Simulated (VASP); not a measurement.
Data:

```xyz
4
Lattice="3.3481 0.0000 0.0000 -1.6740 2.8995 0.0000 0.0000 0.0000 9.3453" Properties=species:S:1:pos:R:3 pbc="T T T"
Ta     0.0000     1.9330     0.3749
Ta     1.6740     0.9665     5.0475
Te     0.0000     1.9330     3.1296
Te     1.6740     0.9665     7.8023
```

Level of theory: PBEsol GGA, VASP's PBE PAW potentials (set 64) (plane waves; VASP). Numerical set-up: 400 eV cut-off, Gaussian smearing of 0.050 eV, potentials Ta_pv Te.

Problem. Give the energies of bands 9 to 20 at the high-symmetry points, in eV from the Fermi level.

Solution. 
| band | Γ | M | K | A | L | H |
|---|---|---|---|---|---|---|
| 9 | -7.21 | -6.53 | -5.29 | -6.25 | -6.39 | -5.10 |
| 10 | -5.04 | -6.36 | -5.14 | -6.25 | -6.39 | -5.10 |
| 11 | -2.33 | -4.29 | -5.14 | -1.81 | -4.06 | -5.10 |
| 12 | -1.58 | -3.58 | -4.89 | -1.81 | -4.06 | -5.10 |
| 13 | -0.61 | -1.88 | -3.44 | -0.46 | -1.72 | -3.46 |
| 14 | -0.61 | -1.85 | -3.44 | -0.46 | -1.72 | -3.46 |
| 15 | -0.31 | -1.42 | -0.60 | -0.46 | -1.46 | -0.58 |
| 16 | -0.31 | -0.91 | -0.50 | -0.46 | -1.46 | -0.58 |
| 17 | 1.04 | -0.34 | -0.06 | 1.26 | 0.25 | -0.37 |
| 18 | 1.04 | 0.26 | -0.06 | 1.26 | 0.25 | -0.37 |
| 19 | 1.61 | 2.08 | 0.97 | 1.26 | 3.07 | 1.89 |
| 20 | 1.61 | 3.16 | 2.44 | 1.26 | 3.08 | 1.89 |

It has no gap at this level: it comes out as a metal or semimetal.

The structure was generated: TaTe was put into the wurtzite type (P6_3mc), which need not be its known phase. It was relaxed first, which changed the volume by -50 %.
